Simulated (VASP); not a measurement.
# HfSi (relaxed from the WC structure, space group P-6m2): computed properties

Calculation: r2SCAN meta-GGA, VASP's PBE PAW potentials (set 64) (plane waves; VASP 6.6.1).

```
Quantity                                                                                                Result
----------------------------------  --------------------------------------------------------------------------
space group                                                                                        P-6m2 (187)
cell                                a = 4.020 Å, b = 4.020 Å, c = 2.946 Å, α = 90.00°, β = 90.00°, γ = 120.00°
volume per atom                                                                                  20.61 Å³/atom
band gap (over mesh and band path)                                    none (metal, semimetal or under 0.01 eV)
density                                                                                             8.32 g/cm³
```

Space group P-6m2 (No. 187); a = b = 4.020 Å, c = 2.946 Å, α = β = 90.00°, γ = 120.00°

```json
[
 {"atom": "Hf", "site": "1a", "symmetry": "-6m2", "x": "0.0000", "y": "0.0000", "z": "0.0000"},
 {"atom": "Si", "site": "1f", "symmetry": "-6m2", "x": "0.6667", "y": "0.3333", "z": "0.5000"}
]
```

Unless said otherwise, spin-orbit coupling is left out, though it shifts the bands of the heavy elements here.

The structure was generated: HfSi was put into the WC type (P-6m2), which need not be its known phase. It was relaxed first. Symmetry was kept, so distortions that lower it aren't found.
